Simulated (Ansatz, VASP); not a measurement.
# BP in two plane-wave programs, part 2 of 2

One calculation is typed for both programs; each brings its own data sets. How far apart do they land? The cell is taken from a series of runs on this material, whose earlier steps may have relaxed, scaled, displaced or heated it; both programs get it as it stands.

VASP 6.6.1 and Ansatz 0.2.0.

So far. Step 3 (VASP: single point, PBE, pair 1): The run ends at a pressure of 3.18 GPa. Step 5 (Ansatz: single point, PBE, pair 2): The run ends at a pressure of -3.08 GPa.

## (6) VASP: single point, PBE, pair 2 (continued)

Level of this step: PBE; plane waves and PAW (B, P) (VASP).

Numbers of over 12 decimals in the logs are rounded to 6 here.

From OUTCAR (step 6):

```text
  Total       -0.4897649     -0.4897649     -0.4897649      0.0000000     -0.0000000      0.0000000
  in kB      -32.7066647    -32.7066647    -32.7066647      0.0000000     -0.0000000      0.0000000
  external PRESSURE =     -32.7066647 kB  Pullay stress =       0.0000000 kB

 POSITION                                       TOTAL-FORCE (eV/Angst)
 -----------------------------------------------------------------------------------
      0.00000      0.00000      0.00000         0.000000     -0.000000     -0.000000
      3.43375      3.43375      3.43375        -0.000000      0.000000      0.000000
 -----------------------------------------------------------------------------------
    total drift:                               -0.000000     -0.000000     -0.000000

  FREE ENERGIE OF THE ION-ELECTRON SYSTEM (eV)
  ---------------------------------------------------
  free  energy   TOTEN  =       -12.9258518205 eV

  energy  without entropy=      -12.9258518205  energy(sigma->0) =      -12.92585182

[... 1 part as in an earlier step ...]

[... 2 further parts left out ...]
[key lines of the parts left out:]
E-fermi :   7.7581
```

The run ends at a pressure of -3.27 GPa.

## (7) Comparison

The two programs side by side:

| quantity | Ansatz | VASP | difference |
| --- | --- | --- | --- |
| pressure (GPa) | -3.08 | -3.27 | +0.19 |
| gap on the k mesh (eV) | 1.277 | 1.273 | +0.004 |

A gap on the mesh is an upper bound, since the band edges may lie between its points.

## (8) VASP: single point, PBE, pair 3

A single point gives forces, pressure and levels at one fixed geometry, so differences don't come from the geometry; what else differs is listed under the comparison. The cell compared in this pair holds 22.58 Å³, against 23.99 Å³ for the pair before.

Input file INCAR:

```
SYSTEM = BP
PREC = Accurate
ENCUT = 500
EDIFF = 1E-06
NELM = 120
ISMEAR = 0
SIGMA = 0.02
LREAL = .FALSE.
ALGO = Normal
GGA = PE
NBANDS = 10
LORBIT = 11
LWAVE = .FALSE.
LCHARG = .FALSE.
ISIF = 2
LASPH = .TRUE.
GGA_COMPAT = .FALSE.
EFERMI = MIDGAP
```

Input file POSCAR:

```
BP
1.0
    0.0000000000      2.2433705295      2.2433705295
    2.2433705295      0.0000000000      2.2433705295
    2.2433705295      2.2433705295      0.0000000000
B P
1 1
Direct
    0.0000000000      0.0000000000      0.0000000000
    0.7500000000      0.7500000000      0.7500000000
```

Input file KPOINTS:

```
Automatic mesh
0
Gamma
12 12 12
0 0 0
```

Potentials, in the order of the species: B and P (PBE family, release 64).

Launch:

```console
mpirun -np 1 vasp_std
```

The log of the run:

```text
[... set-up lines as in an earlier step ...]
 entering main loop
       N       E                     dE             d eps       ncg     rms          rms(c)
DAV:   1     0.956714372468E+01    0.95671E+01   -0.40118E+03  1440   0.705E+02
DAV:   2    -0.131660881260E+02   -0.22733E+02   -0.21714E+02  2046   0.112E+02
DAV:   3    -0.136916085332E+02   -0.52552E+00   -0.52483E+00  1804   0.161E+01
DAV:   4    -0.136935811630E+02   -0.19726E-02   -0.19724E-02  1796   0.111E+00
[...]
DAV:  10    -0.129114124625E+02   -0.19302E-03   -0.27865E-04  1706   0.110E-01    0.302E-02
DAV:  11    -0.129114211175E+02   -0.86550E-05   -0.93939E-06  1852   0.220E-02    0.328E-02
DAV:  12    -0.129114220795E+02   -0.96198E-06   -0.37972E-06  1630   0.107E-02
   1 F= -.12911422E+02 E0= -.12911422E+02  d E =0.000000E+00
```

Parts of OUTCAR (step 8):

```text
  Total        0.9736689      0.9736689      0.9736689      0.0000000     -0.0000000      0.0000000
  in kB       69.0858088     69.0858088     69.0858088      0.0000000     -0.0000000      0.0000000
  external PRESSURE =      69.0858088 kB  Pullay stress =       0.0000000 kB

 POSITION                                       TOTAL-FORCE (eV/Angst)
 -----------------------------------------------------------------------------------
      0.00000      0.00000      0.00000         0.000000      0.000000      0.000000
      3.36506      3.36506      3.36506        -0.000000     -0.000000     -0.000000
 -----------------------------------------------------------------------------------
    total drift:                               -0.000000     -0.000000     -0.000000

  FREE ENERGIE OF THE ION-ELECTRON SYSTEM (eV)
  ---------------------------------------------------
  free  energy   TOTEN  =       -12.9114220795 eV

  energy  without entropy=      -12.9114220795  energy(sigma->0) =      -12.91142208

[... 1 part as in an earlier step ...]

[... 2 further parts left out ...]
[key lines of the parts left out:]
E-fermi :   8.4331
```

The run ends at a pressure of 6.91 GPa.

## (9) Ansatz: single point, PBE, pair 3

The same cell, functional, mesh and smearing now go to Ansatz, which takes its cutoff from its data sets.

The cell is taken from a series of runs on this material, whose earlier steps may have relaxed, scaled, displaced or heated it; both programs get it as it stands.

Input file input.yaml:

```yaml
crystal:
  lattice:
    - [0.0, 2.2433705295, 2.2433705295]
    - [2.2433705295, 0.0, 2.2433705295]
    - [2.2433705295, 2.2433705295, 0.0]
  atoms:
    - { symbol: B, position: [0.0, 0.0, 0.0] }
    - { symbol: P, position: [0.75, 0.75, 0.75] }
kpoints:
  mp_grid: { grid: [12, 12, 12] }
hamiltonian:
  xc: pbe
  pseudopotentials: { kind: paw, azcp: { folder: soft_1 } }
scf:
  occupations: { method: gaussian, width: 0.02 }
output:
  forces: true
  stress: true
  eigenvalues: true
```

Launch:

```console
ansatz run input.yaml --threads 4 --pin off --max-ram 10240MiB --backend cpu --events-out ev --progress --plain --runs-dir out
```

The log of the run:

```text
[...]
Crystal: 2 atoms, lattice volume = 22.580 Å³
Basis set: ecut = 420 eV, 459 PW (Γ), exchange–correlation on 48×48×48 points (8 copies of the dense FFT grid, shifted against one another)
Bands: 8, of which v1, the nominal top of the filled ones, is band 4 counted from 1 (3 counted from 0)
Symmetry: 24 space group operations
[...]
k-points: 72 of 1728 (time reversal used)
[...]
Free energy (F): -912.427948 eV
[...]
Internal energy: -912.427948 eV  (E = F + TS)
E sigma→0 (E₀):  -912.427948 eV
Fermi energy:    10.308129 eV
[...]
--- Stress (GPa, compression-positive) ---
        7.156620      -0.000000      -0.000000
       -0.000000       7.156620       0.000000
       -0.000000       0.000000       7.156620
  P = ⅓ Tr σ = 7.1566 GPa (71.566 kbar)
--- Band table (eV; the first three rows and the last of 72) ---
[...]
[key lines of the parts left out:]
SCF converged after 7 iterations
```

The run ends at a pressure of 7.16 GPa.

## (10) Side by side

Both answers:

| quantity | Ansatz | VASP | difference |
| --- | --- | --- | --- |
| pressure (GPa) | 7.16 | 6.91 | +0.25 |
| gap on the k mesh (eV) | 1.189 | 1.185 | +0.005 |

A gap on the mesh is an upper bound, since the band edges may lie between its points.

## (11) Outcome

- difference in gap on the k mesh (single point, PBE, pair 1): 0.0044 eV
- difference in gap on the k mesh (single point, PBE, pair 2): 0.0036 eV
- difference in gap on the k mesh (single point, PBE, pair 3): 0.0047 eV

**Reading.** The difference in gap on the k mesh is 0.0047 eV (single point, PBE, pair 3), within the 0.08 eV picked in this series as the mark of a large difference. 5 further runs of this series are not shown here. How closely two codes agree says nothing of how well the functional describes the real material.

[Lines on the potential files, build, host, timing and source positions are cut from VASP's logs without a mark.]

[Logs are printed without paths, hosts, clocks, repeated set-up lines and the standing remarks that a program may print on its own settings, such as how far it seeks lower states.]

[Hosts, paths, dates, database ids (printed as entryN), source tags and the programs' standing remarks are cut or masked in the printed files.]
